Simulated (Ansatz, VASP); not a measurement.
# Bi2Se3 (Paraguanajuatite): VASP beside Ansatz, part 2 of 2

Aim: how closely do two programs agree when they are given the same cell, functional and k mesh?

VASP 6.6.1 and Ansatz 0.2.0.

So far: The starting structure; VASP: relaxation of cell and atoms, PBEsol.

## Step 3: Ansatz: relaxation of cell and atoms, PBEsol

Level of this step: Ansatz beside VASP: Kohn-Sham DFT, plane waves, PBEsol (Ansatz).

Ansatz runs on its default PAW (the set named soft_2) files.

The same cell, functional, mesh and smearing now go to Ansatz, which takes its cutoff from its data sets.

Contents of input.yaml:

```yaml
crystal:
  lattice:
    - [2.0715, 1.1959810826, 9.5453333333]
    - [-2.0715, 1.1959810826, 9.5453333333]
    - [0.0, -2.3919621653, 9.5453333333]
  atoms:
    - { symbol: Bi, position: [0.4008, 0.4008, 0.4008] }
    - { symbol: Bi, position: [0.5992, 0.5992, 0.5992] }
    - { symbol: Se, position: [0.0, 0.0, 0.0] }
    - { symbol: Se, position: [0.2117, 0.2117, 0.2117] }
    - { symbol: Se, position: [0.7883, 0.7883, 0.7883] }
hamiltonian:
  xc: pbesol
  pseudopotentials: { kind: paw }
kpoints:
  mp_grid: { grid: [6, 6, 6] }
scf:
  occupations: { method: fermi_dirac, width: 0.05 }
relax:
  f_tol: 0.01
  max_steps: 60
  cell: { stress_tol: 0.05 }
output:
  forces: true
  stress: true
```

Command:

```bash
ansatz run input.yaml --threads 4 --pin off --max-ram 9216MiB --backend cpu --events-out ev --progress --plain --runs-dir out
```

Numbers of over 12 decimals in the logs are rounded to 6 here.

The log of the run:

```text
basis.fft_grid_basis auto: the FFT boxes are laid along the combinations [[1, 0, -1], [0, 1, -1], [0, 0, 1]] of the cell's own vectors, 4.143, 4.143 and 9.840 Å long. The dense box has 30×30×72 points. Along the cell's own vectors, as sized, it would have 72×72×72, 5.76 times as many. Of the 12 symmetry operations that the crystal satisfies within crystal.symmetry.tolerance (time reversal apart; of a slab, those that [...]
Engine: ansatz 0.2.0, aarch64-unknown-linux-gnu
Pseudopotentials: kind: paw
Pseudopotential: Bi, paw, valence charge 15, recommended cutoff 420 eV (normal), Bi.paw.azcp
Pseudopotential: Se, paw, valence charge 16, recommended cutoff 420 eV (normal), Se.paw.azcp
Functional definition: PBEsol
  exchange = pbesol_x
  correlation = pbesol_c
Crystal: 5 atoms, lattice volume = 141.890 Å³
Basis set: ecut = 420 eV, 2743 PW (Γ), FFT grids on a1−a3, a2−a3, a3, exchange–correlation on 60×60×144 points (8 copies of the dense FFT grid, shifted against one another)
Bands: 47, of which v1, the nominal top of the filled ones, is band 39 counted from 1 (38 counted from 0)
Symmetry: 12 space group operations
Space group: R-3m (ITA 166), of the structure as read, at distance tolerance 5.2e-5 Å
k-points: 32 of 216
Non-local potential: Bi, projectors of the file, l = 0: 2, l = 1: 2, l = 2: 2, l = 3: 2
Non-local potential: Se, projectors of the file, l = 0: 2, l = 1: 2, l = 2: 3, l = 3: 1
PAW form: soft (Blöchl's): semilocal exchange-correlation on the pseudo side does not see the compensation charge
PAW frozen core: Bi, regenerated for the run's functional, and the local potential with it (the file was generated under x = pbe(κ = 0.804, μ = 0.219515), c = pbe(β = 0.066725))
PAW frozen core: Se, regenerated for the run's functional, and the local potential with it (the file was generated under x = pbe(κ = 0.804, μ = 0.219515), c = pbe(β = 0.066725))
PAW one-centre angular grid: Bi, 590 points (default); XC on 64 Gauss nodes
PAW one-centre angular grid: Se, 590 points (default); XC on 64 Gauss nodes
Initial density: superposition of atomic densities (neutral atoms: chi_scale 0, normalization atom), corrected by the library's trained network
Initial wavefunctions: pseudopotential atomic-orbital guess
Functional: x = pbesol(κ = 0.804, μ = 0.123457), c = pbesol(β = 0.046)
SCF iter   1: F=—  HF=-40758.523103 eV  |F-HF|=—  |Δ(HF+E_count)|=         —  Δρ=3.19e-3  dr2=3.96e-2  ethr=1.77e-3  ⟨swp⟩=7.8  Hψ=6040  notcnv=0  defer=3
preconditioner: auto → Kerker (q_TF=auto, 2.469 Å⁻¹)  [metal: Δε(μ)=0.087 eV  Ē_g=9.318 eV  σ=0.050 eV  W_gap=0.41  n_scr=36 (ndim 8)  ℏωp=16.5 eV  f_vac=0.033  D(μ)=0.08/eV (n_scr^D=0)]
SCF iter   2: F=—  HF=-40758.514873 eV  |F-HF|=—  |Δ(HF+E_count)|=   8.23e-3  Δρ=1.59e-3  dr2=8.88e-3  ethr=5.08e-5  ⟨swp⟩=1.4  Hψ=1804  notcnv=0  defer=25
preconditioner: auto → Resta (q_TF=auto, 2.469 Å⁻¹)  ε∞=4.1  [insulator: Δε(μ)=0.119 eV  Ē_g=9.330 eV  σ=0.050 eV  W_gap=0.54  n_scr=36 (ndim 8)  ℏωp=16.5 eV  f_vac=0.031  D(μ)=0.07/eV (n_scr^D=0)  ε∞_Penn≈4.1]
SCF iter   3: F=—  HF=-40758.513476 eV  |F-HF|=—  |Δ(HF+E_count)|=   1.40e-3  Δρ=4.87e-4  dr2=3.55e-4  ethr=1.14e-5  ⟨swp⟩=2.0  Hψ=1651  notcnv=0  defer=25
SCF iter   4: F=—  HF=-40758.513504 eV  |F-HF|=—  |Δ(HF+E_count)|=   2.74e-5  Δρ=2.09e-4  dr2=1.15e-4  ethr=4.55e-7  ⟨swp⟩=2.0  Hψ=1881  notcnv=0  defer=25
SCF iter   5: F=—  HF=-40758.513519 eV  |F-HF|=—  |Δ(HF+E_count)|=   1.55e-5  Δρ=9.27e-5  dr2=3.42e-5  ethr=1.47e-7  ⟨swp⟩=2.0  Hψ=2380  notcnv=0  defer=25
SCF iter   6: F=—  HF=-40758.513534 eV  |F-HF|=—  |Δ(HF+E_count)|=   1.43e-5  Δρ=2.39e-5  dr2=1.18e-6  ethr=4.38e-8  ⟨swp⟩=2.0  Hψ=2177  notcnv=0  defer=25
SCF iter   7: F=—  HF=-40758.513535 eV  |F-HF|=—  |Δ(HF+E_count)|=   9.44e-7  Δρ=9.13e-6  dr2=1.74e-7  ethr=1.51e-9  ⟨swp⟩=2.0  Hψ=2702  notcnv=0  defer=25
SCF iter   8: F=-40758.513535 eV  HF=-40758.513535 eV  |F-HF|=1.36e-8  |Δ(HF+E_count)|=   1.54e-7  Δρ=2.62e-6  dr2=1.43e-8  ethr=1.28e-10  ⟨swp⟩=4.2  Hψ=5380  notcnv=0
SCF 1 converged in 8 iterations: F = -40758.513535 eV  dr2 = 1.43e-8
  greatest PAW one-centre occupation: 1.000 electrons in one spin orbital (limit 2), on the Se atom at site 4 (counted from 0), in its partial waves of l = 2
relax step   1: F+E_penalty+E_count = -40758.51353478 eV  Δ(F+E_penalty+E_count) = +0.000e0 eV  max|allowed force component| = 1.794e-1 eV/Å  Δτ_max = 0.0000 Å  P = -0.346 GPa  Ω = 141.890 Å³  (8 SCF iters, dr2 threshold 1.00e-7 eV, accepted)
[...]
relax step   2: F+E_penalty+E_count = -40758.51035641 eV  Δ(F+E_penalty+E_count) = +3.178e-3 eV  max|allowed force component| = 2.792e-1 eV/Å  Δτ_max = 0.0452 Å  P = +0.223 GPa  Ω = 139.914 Å³  energy of the carried Pulay correction = +2.814e-4 eV  (8 SCF iters, dr2 threshold 5.00e-7 eV, rejected (line search))
[...]
relax step   3: F+E_penalty+E_count = -40758.51860494 eV  Δ(F+E_penalty+E_count) = -5.070e-3 eV  max|allowed force component| = 3.890e-3 eV/Å  Δτ_max = 0.0140 Å  P = -0.025 GPa  Ω = 140.599 Å³  energy of the carried Pulay correction = +1.834e-4 eV  (10 SCF iters, accepted)
[...]
relax step   4: F+E_penalty+E_count = -40758.51866669 eV  Δ(F+E_penalty+E_count) = -6.175e-5 eV  max|allowed force component| = 1.958e-3 eV/Å  Δτ_max = 0.0022 Å  P = +0.001 GPa  Ω = 140.467 Å³  energy of the carried Pulay correction = +2.023e-4 eV  (5 SCF iters, dr2 threshold 8.55e-9 eV, accepted)
[...]
relax step   5: F+E_penalty+E_count = -40758.51847552 eV  Δ(F+E_penalty+E_count) = +1.912e-4 eV  max|allowed force component| = 1.997e-3 eV/Å  Δτ_max = 0.0000 Å  P = +0.001 GPa  Ω = 140.467 Å³  stress off target by 1.46e-2 GPa  SCF on the basis re-selected at this cell (its energy is not comparable with the rows above)  (6 SCF iters)
basis re-selected at this cell: Δ(F+E_penalty+E_count) = +1.912e-4 eV, ΔP = +0.000 GPa vs the last step (what re-selecting the basis moved, of the pressure what is left beyond the Pulay correction that the steps carried, after the strain that the cell walked since its last selection, with what the two solves' SCF thresholds leave and, on support functions, any second-order correction that the steps lacked; it is no m [...]
SCF converged after 6 iterations
Free energy (F): -40758.518476 eV
Harris-Foulkes:  -40758.518476 eV  (|F-HF|=7.28e-12)
Internal energy: -40758.517886 eV  (E = F + TS)
E sigma→0 (E₀):  -40758.518181 eV
Entropy (-TS):   -0.000589 eV (-0.118 meV/atom)
Fermi energy:    9.173180 eV
--- Per-component energies (eV) ---
  E_band       = -1340.230935
  E_kinetic    = 957.830530
  E_local      = -10314.542496  (includes V_loc(G=0)·N_el)
  E_nonlocal   = -650.054075
  E_hartree    = 4585.519588
  E_xc         = -611.699444
  E_vxc        = -583.666357  (∫ρ·V_xc dr)
  E_paw        = -26621.693580  (= ΣΔE_a)
  E_vpaw       = 79.165093  (= ΣTr[D̂ρ^β])
  E_aug_tail   = -0.002724  (compensation charges beyond the density's cutoff)
  E_ewald      = -8107.080541
  E_core_change = 3.204856  (= ΣΔE_core)
  E_smearing   = -0.000589  (= −TS)
  E_closure    = -0.000000  (closes the sum)
  Σ components = -40758.518476   (vs F -40758.518476, Δ=0.00e0)
--- Forces (eV/Å), atoms counted from 1 ---
  atom   1  Bi     0.00000000    -0.00000000     0.00069024
  atom   2  Bi    -0.00000000     0.00000000    -0.00069024
  atom   3  Se    -0.00000000     0.00000000     0.00000000
  atom   4  Se     0.00000000     0.00000000    -0.00199715
  atom   5  Se    -0.00000000    -0.00000000     0.00199715
  max |Σ_I F_I| component: 4.60e-31 eV/Å
--- Stress (GPa, compression-positive) ---
        0.009086       0.000000      -0.000000
        0.000000       0.009086       0.000000
       -0.000000       0.000000      -0.014566
  P = ⅓ Tr σ = 0.0012 GPa (0.012 kbar)
--- Relaxed structure (4 steps of the walk, 3 accepted, 1 SCFs on fresh bases) ---
  F+E_penalty+E_count = -40758.51847552 eV   max|allowed force component| = 1.997e-3 eV/Å   (the final SCF, on the basis selected at the relaxed cell)
  cell:  # Å, volume = 140.4671 Å³
    - [2.064681, 1.192044, 9.512136]
    - [-2.064681, 1.192044, 9.512136]
    - [0, -2.384088, 9.512136]
  atoms:
    - { symbol: Bi, position: [0.400332, 0.400332, 0.400332] }
    - { symbol: Bi, position: [0.599668, 0.599668, 0.599668] }
    - { symbol: Se, position: [0, 0, 0] }
    - { symbol: Se, position: [0.211292, 0.211292, 0.211292] }
    - { symbol: Se, position: [0.788708, 0.788708, 0.788708] }
```

Elapsed: 11 s, on 4 threads of Arm Neoverse V2, shared host; peak memory 0.59 GiB.

## Step 4: Differences

Known differences besides the potentials themselves: both relaxations stop at a tolerance, which leaves soft axes loose, and VASP keeps its plane-wave basis; the data sets hold 78 valence electrons in Ansatz (default PAW (the set named soft_2) files) and 48 in VASP; the cutoff is 420 eV in Ansatz and 520 eV in VASP; Ansatz makes its cores anew for this functional, VASP keeps those of its PBE data sets; VASP leaves aspherical gradient terms in its spheres out (LASPH is not set), Ansatz keeps them; Ansatz adds a Pulay correction to the stress that steers its cell, VASP none. Total energies have different zeros and are not compared.

Compared:

| quantity | Ansatz | VASP | difference |
| --- | --- | --- | --- |
| volume (Å³) | 140.47 | 140.63 | -0.12 % |
| edge a after relaxation, in the typed setting (Å) | 9.806 | 9.814 | -0.07 % |

The walks stopped with 0.00 GPa left in Ansatz and -0.01 GPa in VASP; each walk ends within a tolerance, so the volume difference is uncertain by about these residues over the bulk modulus, most in soft cells.

## Step 5: Results

| Item | Value |
| --- | --- |
| difference in volume (relaxation of cell and atoms, PBEsol) | -0.12 % |

What this shows: The difference in volume is -0.12 % (relaxation of cell and atoms, PBEsol), within the 1.2 % picked in this series as the mark of a large difference, as far as the stopping tolerances let one tell. Such differences can come from data sets, numerical settings and the points named under the comparisons, not from the functional's error against experiment.

[Lines on the potential files, build, host, timing and source positions are cut from VASP's logs without a mark.]

[Logs are printed without paths, hosts, clocks, repeated set-up lines and the standing remarks that a program may print on its own settings, such as how far it seeks lower states.]

[Hosts, paths, dates, database ids (printed as entryN), source tags and the programs' standing remarks are cut or masked in the printed files.]
